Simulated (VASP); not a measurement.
# How precision settings and PAW data sets change a VASP run on In2Au

How sensitive are energy and pressure of In2Au to the precision settings and PAW data sets? The series runs use PBEsol. The precision settings tried: PREC = Low; PREC = Medium; PREC = Normal; PREC = Single; PREC = Accurate; LREAL = Auto; ADDGRID = .TRUE.; LASPH = .FALSE.. The PAW data sets tried: minimal 64: In Au; recommended 64: In_d Au; recommended 54: In_d Au; gw 64: In_d_GW Au_sv_GW. The start is a cell from a database of measured crystal structures.

Program: VASP 6.6.1. Level of theory: PBEsol; plane waves and PAW (In_d, Au), in the first sound run; inputs show where later runs differ. Results are calculated unless marked as measured.

The database entry behind the starting cell differs from later determinations by our own check (0.1 to 0.3 % short, probably kX units), so it need not match the best structure at ambient conditions.

## Step 1: Set-up

The structure is cubic, space group Fm-3m (No. 225). The conventional cell has a = 6.502 Å, b = 6.502 Å, c = 6.502 Å, α = 90.00°, β = 90.00°, γ = 90.00°. In has 4 Au at 2.82 Å nearest. Au has 8 In at 2.82 Å nearest. Farther neighbours are not listed.

Structure file:

```xyz
3
Lattice="0.0000 3.2510 3.2510 3.2510 0.0000 3.2510 3.2510 3.2510 0.0000" Properties=species:S:1:pos:R:3 pbc="T T T"
In    1.6255    1.6255    1.6255
In    4.8765    4.8765    4.8765
Au    0.0000    0.0000    0.0000
```

## Step 2: Precision settings: PREC = Low

PREC sets the FFT grids, and LREAL, ADDGRID and LASPH trade speed for accuracy. PBEsol restores the gradient expansion of exchange and is tuned for the cells of solids.

Input file INCAR:

```
SYSTEM = In2Au
PREC = Low
ENCUT = 400
EDIFF = 1E-06
NELM = 100
ISMEAR = -1
SIGMA = 0.05
LREAL = .FALSE.
ALGO = Normal
GGA = PS
NBANDS = 24
LASPH = .TRUE.
LORBIT = 11
LWAVE = .FALSE.
LCHARG = .FALSE.
KPAR = 4
ISIF = 2
```

Input file POSCAR:

```
In2Au
1.0
    0.0000000000      3.2510000000      3.2510000000
    3.2510000000      0.0000000000      3.2510000000
    3.2510000000      3.2510000000      0.0000000000
In Au
2 1
Direct
    0.2500000000      0.2500000000      0.2500000000
    0.7500000000      0.7500000000      0.7500000000
    0.0000000000      0.0000000000      0.0000000000
```

Input file KPOINTS:

```
Automatic mesh
0
Gamma
7 7 7
0 0 0
```

PAW data sets: In_d and Au (PBE family, release 64).

Run with:

```bash
mpirun -np 4 vasp_std
```

The log of the run:

```text
[banner, memory and clock lines left out]
running    4 mpi-ranks, on    1 nodes
 distrk:  each k-point on    1 cores,    4 groups
 distr:  one band on    1 cores,    1 groups

 POSCAR found type information on POSCAR InAu
 POSCAR found :  2 types and       3 ions
|                                                                             |
|               ----> ADVICE to this user running VASP <----                  |
|                                                                             |
|     You enforced a specific xc type in the INCAR file but a different       |
|     [... a line on the potential file left out ...]
|     I HOPE YOU KNOW WHAT YOU ARE DOING!                                     |
|                                                                             |

 LDA part: xc-table for (Slater+PW92), standard interpolation
 POSCAR, INCAR and KPOINTS ok, starting setup
 FFT: planning ... GRIDC
 FFT: planning ... GRID_SOFT
 FFT: planning ... GRID
 WAVECAR not read
 entering main loop
       N       E                     dE             d eps       ncg     rms          rms(c)
DAV:   1     0.297638484265E+03    0.29764E+03   -0.15539E+04   968   0.172E+03
DAV:   2     0.117265524629E+02   -0.28591E+03   -0.27814E+03   984   0.408E+02
DAV:   3    -0.108452076776E+02   -0.22572E+02   -0.22351E+02  1248   0.138E+02
DAV:   4    -0.113977509797E+02   -0.55254E+00   -0.55212E+00  1104   0.224E+01
DAV:   5    -0.114238732329E+02   -0.26122E-01   -0.26122E-01  1512   0.400E+00    0.835E+00
DAV:   6    -0.107109907556E+02    0.71288E+00   -0.31926E+00  1032   0.144E+01    0.473E+00
DAV:   7    -0.106545542491E+02    0.56437E-01   -0.17192E-01  1328   0.515E+00    0.267E+00
DAV:   8    -0.106357036941E+02    0.18851E-01   -0.45655E-02  1248   0.268E+00    0.318E-01
DAV:   9    -0.106342192473E+02    0.14844E-02   -0.77390E-03  1320   0.128E+00    0.257E-01
DAV:  10    -0.106342439644E+02   -0.24717E-04   -0.66425E-04  1152   0.275E-01    0.563E-02
DAV:  11    -0.106342564546E+02   -0.12490E-04   -0.19252E-05  1280   0.342E-02    0.187E-02
DAV:  12    -0.106342616571E+02   -0.52025E-05   -0.57926E-06   872   0.178E-02    0.521E-03
DAV:  13    -0.106342619427E+02   -0.28562E-06   -0.89628E-07   808   0.106E-02
   1 F= -.10634262E+02 E0= -.10627127E+02  d E =-.142693E-01
```

The job ended after 7.6 s (4 MPI ranks of AMD EPYC 7R43, shared host; peak memory 0.38 GiB; 26 s of CPU time).

The logs omit lines about the potential files and the build; timing stands in the text.

From OUTCAR (step 2):

```text
ion  position               nearest neighbor table
   1  0.250  0.250  0.250-   3 2.82   3 2.82   3 2.82   3 2.82   2 3.25   2 3.25   2 3.25   2 3.25
                             2 3.25   2 3.25
   2  0.750  0.750  0.750-   3 2.82   3 2.82   3 2.82   3 2.82   1 3.25   1 3.25   1 3.25   1 3.25
                             1 3.25   1 3.25
   3  0.000  0.000  0.000-   2 2.82   2 2.82   2 2.82   1 2.82   2 2.82   1 2.82   1 2.82   1 2.82

  LATTYP: Found a face centered cubic cell.
 ALAT       =     6.5020000000

 Subroutine GETGRP returns: Found 48 space group operations
 (whereof 48 operations were pure point group operations)

The static configuration has the point symmetry O_h .

 Found     20 irreducible k-points:

   k-points           NKPTS =     20   k-points in BZ     NKDIM =     20   number of bands    NBANDS=     24

   dimension x,y,z NGX =    24 NGY =   24 NGZ =   24
   dimension x,y,z NGXF=    24 NGYF=   24 NGZF=   24

   ENCUT  =  400.0 eV  29.40 Ry    5.42 a.u.   7.50  7.50  7.50*2*pi/ulx,y,z

   NELECT =      37.0000    total number of electrons

 k-points in reciprocal lattice and weights: Automatic mesh
   0.00000000  0.00000000  0.00000000       0.003
   0.14285714  0.00000000  0.00000000       0.023
   0.28571429  0.00000000  0.00000000       0.023
   0.42857143  0.00000000  0.00000000       0.023
   0.14285714  0.14285714  0.00000000       0.017
   0.28571429  0.14285714  0.00000000       0.070
   0.42857143  0.14285714  0.00000000       0.070
  -0.42857143  0.14285714  0.00000000       0.070
  -0.28571429  0.14285714  0.00000000       0.070
[...]
-0.42857143  0.42857143  0.14285714       0.070
  -0.28571429  0.42857143  0.14285714       0.070

 average (electrostatic) potential at core
       1 -93.1179       2 -93.1179       3 -66.3533

 E-fermi :   8.0060

 k-point     1 :       0.0000    0.0000    0.0000
  band No.  band energies     occupation
    ...
     12       2.3202      2.00000
     13       2.3202      2.00000
     14       2.3203      2.00000
     15       3.1924      2.00000
     16       3.1924      2.00000
     17       8.2694      0.01025
     18      11.0665      0.00000
     19      11.0665      0.00000
     20      11.0668      0.00000
     21      11.7128      0.00000
    ...

 k-point     2 :       0.1429    0.0000    0.0000
  band No.  band energies     occupation
    ...
     13       2.3862      2.00000
     14       2.3863      2.00000
     15       3.1673      2.00000
     16       3.1673      2.00000
     17       7.6310      1.99890
     18       9.4099      0.00000
     19      10.2613      0.00000
     20      10.2615      0.00000
     21      11.8503      0.00000
     22      12.2008      0.00000
    ...

 k-point     3 :       0.2857    0.0000    0.0000
  band No.  band energies     occupation
    ...
     13       2.5176      2.00000
     14       2.5176      2.00000
     15       3.1407      2.00000
     16       3.1407      2.00000
     17       5.3898      2.00000
     18       9.3993      0.00000
     19       9.3994      0.00000
     20       9.4073      0.00000
     21      11.4198      0.00000
     22      11.9458      0.00000
    ...

  Total        0.6056537      0.6056537      0.6056537      0.0000000      0.0000000     -0.0000000
  in kB       14.1206304     14.1206304     14.1206304      0.0000000      0.0000000     -0.0000000
  external PRESSURE =      14.1206304 kB  Pullay stress =       0.0000000 kB

  energy-cutoff  :      400.00
  volume of cell :       68.72
      direct lattice vectors                 reciprocal lattice vectors
     0.000000000  3.251000000  3.251000000    -0.153798831  0.153798831  0.153798831
     3.251000000  0.000000000  3.251000000     0.153798831 -0.153798831  0.153798831
     3.251000000  3.251000000  0.000000000     0.153798831  0.153798831 -0.153798831

 POSITION                                       TOTAL-FORCE (eV/Angst)
 -----------------------------------------------------------------------------------
      1.62550      1.62550      1.62550         0.000000     -0.000000      0.000000
      4.87650      4.87650      4.87650         0.000000      0.000000     -0.000000
      0.00000      0.00000      0.00000        -0.000000      0.000000      0.000000
 -----------------------------------------------------------------------------------
    total drift:                                0.000000      0.000000      0.000000

  FREE ENERGIE OF THE ION-ELECTRON SYSTEM (eV)
  ---------------------------------------------------
  free  energy   TOTEN  =       -10.6342619427 eV

  energy  without entropy=      -10.6199926354  energy(sigma->0) =      -10.62712729

 total charge
# of ion       s       p       d       tot
------------------------------------------
    1        0.888   0.645   9.879  11.411
    2        0.888   0.645   9.879  11.411
    3        0.685   0.459   8.646   9.790
--------------------------------------------------
tot          2.460   1.748  28.404  32.612

[... 3 further parts left out ...]
```

This run has no spin polarisation. Its electron count is odd, so without a moment it is a metal by construction. The k-mesh is coarse for a metal. The PAW data sets were made with PBE, which is usual practice but a small mismatch for other functionals.

Numbers from this step:

```yaml
scf_cycles: 13
electrons: 37
bands: 24
irreducible_k_points: 20
symmetry_operations: 48
free_energy_toten: -10.63 eV
energy_at_zero_smearing: -10.63 eV
fermi_energy: 8.006 eV
pressure: 1.412 GPa
metallic: yes
```

The series starts at -3.5424 eV an atom and 1.41 GPa, after 13 cycles in 7.6 s.

## Step 3: Precision settings: PREC = Medium

INCAR: that of step 2 with these lines changed.

```diff
@@ -1,3 +1,3 @@
 SYSTEM = In2Au
-PREC = Low
+PREC = Medium
 ENCUT = 400
```

POSCAR is that of step 2.

KPOINTS is that of step 2.

Run with:

```bash
mpirun -np 4 vasp_std
```

The log of the run:

```text
[banner, memory and clock lines left out]
running    4 mpi-ranks, on    1 nodes
[...]
[... a notice as in an earlier step ...]

 LDA part: xc-table for (Slater+PW92), standard interpolation
 POSCAR, INCAR and KPOINTS ok, starting setup
[...]
entering main loop
       N       E                     dE             d eps       ncg     rms          rms(c)
DAV:   1     0.297632955634E+03    0.29763E+03   -0.15539E+04   968   0.172E+03
DAV:   2     0.117229919054E+02   -0.28591E+03   -0.27813E+03   984   0.408E+02
DAV:   3    -0.108487650797E+02   -0.22572E+02   -0.22351E+02  1248   0.138E+02
DAV:   4    -0.114012747422E+02   -0.55251E+00   -0.55208E+00  1104   0.224E+01
[...]
DAV:  11    -0.106370487913E+02   -0.12408E-04   -0.19187E-05  1280   0.342E-02    0.187E-02
DAV:  12    -0.106370539444E+02   -0.51531E-05   -0.57518E-06   872   0.178E-02    0.519E-03
DAV:  13    -0.106370542314E+02   -0.28706E-06   -0.89070E-07   808   0.106E-02
   1 F= -.10637054E+02 E0= -.10629922E+02  d E =-.142648E-01
```

It took 8 s on 4 MPI ranks; peak memory 0.4 GiB.

OUTCAR, selected parts (step 3):

```text
  Total        0.6159189      0.6159189      0.6159189     -0.0000000      0.0000000      0.0000000
  in kB       14.3599593     14.3599593     14.3599593     -0.0000000      0.0000000      0.0000000
  external PRESSURE =      14.3599593 kB  Pullay stress =       0.0000000 kB

 POSITION                                       TOTAL-FORCE (eV/Angst)
 -----------------------------------------------------------------------------------
      1.62550      1.62550      1.62550         0.000000      0.000000     -0.000000
      4.87650      4.87650      4.87650        -0.000000     -0.000000     -0.000000
      0.00000      0.00000      0.00000        -0.000000      0.000000      0.000000
 -----------------------------------------------------------------------------------
    total drift:                                0.000000      0.000000      0.000000

  FREE ENERGIE OF THE ION-ELECTRON SYSTEM (eV)
  ---------------------------------------------------
  free  energy   TOTEN  =       -10.6370542314 eV

  energy  without entropy=      -10.6227894071  energy(sigma->0) =      -10.62992182

[... 2 parts as in an earlier step ...]

[... 1 further part left out ...]
[key lines of the parts left out:]
E-fermi :   8.0056
```

Against the first of the series the energy moves by -0.93 meV an atom and the pressure by +0.02 GPa, after 13 cycles in 8 s.

## Step 4: Precision settings: PREC = Normal

INCAR: that of step 3 with these lines changed.

```diff
@@ -1,3 +1,3 @@
 SYSTEM = In2Au
-PREC = Medium
+PREC = Normal
 ENCUT = 400
```

POSCAR is that of step 3.

KPOINTS is that of step 3.

Run with:

```bash
mpirun -np 4 vasp_std
```

The log of the run:

```text
[... set-up lines as in an earlier step ...]
 entering main loop
       N       E                     dE             d eps       ncg     rms          rms(c)
DAV:   1     0.297632723773E+03    0.29763E+03   -0.15539E+04   968   0.172E+03
DAV:   2     0.117233255273E+02   -0.28591E+03   -0.27813E+03   984   0.408E+02
DAV:   3    -0.108482793303E+02   -0.22572E+02   -0.22350E+02  1248   0.138E+02
DAV:   4    -0.114007817152E+02   -0.55250E+00   -0.55208E+00  1104   0.224E+01
[...]
DAV:  11    -0.106363629648E+02   -0.12388E-04   -0.19174E-05  1280   0.342E-02    0.187E-02
DAV:  12    -0.106363681084E+02   -0.51435E-05   -0.57415E-06   872   0.178E-02    0.519E-03
DAV:  13    -0.106363683944E+02   -0.28604E-06   -0.88941E-07   808   0.106E-02
   1 F= -.10636368E+02 E0= -.10629236E+02  d E =-.142639E-01
```

It took 8.6 s on 4 MPI ranks; peak memory 0.46 GiB; 30 s of CPU time.

OUTCAR, selected parts (step 4):

```text
  Total        0.6219217      0.6219217      0.6219217      0.0000000      0.0000000     -0.0000000
  in kB       14.4999122     14.4999122     14.4999122      0.0000000      0.0000000     -0.0000000
  external PRESSURE =      14.4999122 kB  Pullay stress =       0.0000000 kB

 POSITION                                       TOTAL-FORCE (eV/Angst)
 -----------------------------------------------------------------------------------
      1.62550      1.62550      1.62550        -0.000000     -0.000000     -0.000000
      4.87650      4.87650      4.87650         0.000000      0.000000      0.000000
      0.00000      0.00000      0.00000         0.000000      0.000000      0.000000
 -----------------------------------------------------------------------------------
    total drift:                                0.000000      0.000000      0.000000

  FREE ENERGIE OF THE ION-ELECTRON SYSTEM (eV)
  ---------------------------------------------------
  free  energy   TOTEN  =       -10.6363683944 eV

  energy  without entropy=      -10.6221044563  energy(sigma->0) =      -10.62923643

[... 2 parts as in an earlier step ...]

[... 1 further part left out ...]
[key lines of the parts left out:]
E-fermi :   8.0055
```

Against the first of the series the energy moves by -0.70 meV an atom and the pressure by +0.04 GPa, after 13 cycles in 8.6 s.

## Step 5: Precision settings: PREC = Single

INCAR: that of step 4 with these lines changed.

```diff
@@ -1,3 +1,3 @@
 SYSTEM = In2Au
-PREC = Normal
+PREC = Single
 ENCUT = 400
```

POSCAR is that of step 4.

KPOINTS is that of step 4.

Run with:

```bash
mpirun -np 4 vasp_std
```

The log of the run:

```text
[... set-up lines as in an earlier step ...]
 entering main loop
       N       E                     dE             d eps       ncg     rms          rms(c)
DAV:   1     0.297634283961E+03    0.29763E+03   -0.15539E+04   968   0.172E+03
DAV:   2     0.117235615996E+02   -0.28591E+03   -0.27813E+03   984   0.408E+02
DAV:   3    -0.108481818744E+02   -0.22572E+02   -0.22350E+02  1248   0.138E+02
DAV:   4    -0.114006749955E+02   -0.55249E+00   -0.55207E+00  1104   0.224E+01
[...]
DAV:  11    -0.106365573274E+02   -0.12421E-04   -0.19195E-05  1280   0.342E-02    0.187E-02
DAV:  12    -0.106365624882E+02   -0.51608E-05   -0.57580E-06   872   0.178E-02    0.519E-03
DAV:  13    -0.106365627735E+02   -0.28522E-06   -0.89143E-07   808   0.106E-02
   1 F= -.10636563E+02 E0= -.10629430E+02  d E =-.142656E-01
```

Run time: 11 s. Hardware: 4 MPI ranks; peak memory 0.42 GiB.

OUTCAR, selected parts (step 5):

```text
  Total        0.5865702      0.5865702      0.5865702     -0.0000000      0.0000000      0.0000000
  in kB       13.6757042     13.6757042     13.6757042     -0.0000000      0.0000000      0.0000000
  external PRESSURE =      13.6757042 kB  Pullay stress =       0.0000000 kB

 POSITION                                       TOTAL-FORCE (eV/Angst)
 -----------------------------------------------------------------------------------
      1.62550      1.62550      1.62550        -0.000000     -0.000000      0.000000
      4.87650      4.87650      4.87650         0.000000      0.000000     -0.000000
      0.00000      0.00000      0.00000         0.000000      0.000000      0.000000
 -----------------------------------------------------------------------------------
    total drift:                                0.000000      0.000000      0.000000

  FREE ENERGIE OF THE ION-ELECTRON SYSTEM (eV)
  ---------------------------------------------------
  free  energy   TOTEN  =       -10.6365627735 eV

  energy  without entropy=      -10.6222972122  energy(sigma->0) =      -10.62942999

[... 2 parts as in an earlier step ...]

[... 1 further part left out ...]
[key lines of the parts left out:]
E-fermi :   8.0056
```

Against the first of the series the energy moves by -0.77 meV an atom and the pressure by -0.04 GPa, after 13 cycles in 11 s.

## Step 6: Precision settings: PREC = Accurate

INCAR: that of step 5 with these lines changed.

```diff
@@ -1,3 +1,3 @@
 SYSTEM = In2Au
-PREC = Single
+PREC = Accurate
 ENCUT = 400
```

POSCAR is that of step 5.

KPOINTS is that of step 5.

Run with:

```bash
mpirun -np 4 vasp_std
```

The log of the run:

```text
[... set-up lines as in an earlier step ...]
 entering main loop
       N       E                     dE             d eps       ncg     rms          rms(c)
DAV:   1     0.297633110980E+03    0.29763E+03   -0.15539E+04   968   0.172E+03
DAV:   2     0.117231575944E+02   -0.28591E+03   -0.27813E+03   984   0.408E+02
DAV:   3    -0.108483763035E+02   -0.22572E+02   -0.22350E+02  1248   0.138E+02
DAV:   4    -0.114008565588E+02   -0.55248E+00   -0.55205E+00  1104   0.224E+01
[...]
DAV:  11    -0.106364287702E+02   -0.12401E-04   -0.19292E-05  1288   0.343E-02    0.187E-02
DAV:  12    -0.106364339184E+02   -0.51482E-05   -0.57425E-06   872   0.178E-02    0.519E-03
DAV:  13    -0.106364342023E+02   -0.28392E-06   -0.89008E-07   816   0.106E-02
   1 F= -.10636434E+02 E0= -.10629302E+02  d E =-.142638E-01
```

Elapsed: 13 s, on 4 MPI ranks; peak memory 0.55 GiB.

OUTCAR, selected parts (step 6):

```text
  Total        0.6198187      0.6198187      0.6198187      0.0000000      0.0000000      0.0000000
  in kB       14.4508829     14.4508829     14.4508829      0.0000000      0.0000000      0.0000000
  external PRESSURE =      14.4508829 kB  Pullay stress =       0.0000000 kB

 POSITION                                       TOTAL-FORCE (eV/Angst)
 -----------------------------------------------------------------------------------
      1.62550      1.62550      1.62550        -0.000000     -0.000000     -0.000000
      4.87650      4.87650      4.87650         0.000000      0.000000      0.000000
      0.00000      0.00000      0.00000        -0.000000     -0.000000     -0.000000
 -----------------------------------------------------------------------------------
    total drift:                                0.000000     -0.000000      0.000000

  FREE ENERGIE OF THE ION-ELECTRON SYSTEM (eV)
  ---------------------------------------------------
  free  energy   TOTEN  =       -10.6364342023 eV

  energy  without entropy=      -10.6221704042  energy(sigma->0) =      -10.62930230

[... 2 parts as in an earlier step ...]

[... 1 further part left out ...]
[key lines of the parts left out:]
E-fermi :   8.0055
```

Against the first of the series the energy moves by -0.73 meV an atom and the pressure by +0.03 GPa, after 13 cycles in 13 s.

(Continued in part 2 of 2.)

[Lines on the potential files, build, host, timing and source positions are cut from VASP's logs without a mark.]

[Logs are printed without paths, hosts, clocks, repeated set-up lines and the standing remarks that a program may print on its own settings, such as how far it seeks lower states.]

[Hosts, paths, dates, database ids (printed as entryN), source tags and the programs' standing remarks are cut or masked in the printed files.]

[A measured line is paired with the nearest computed mode of its activity, which favours agreement.]
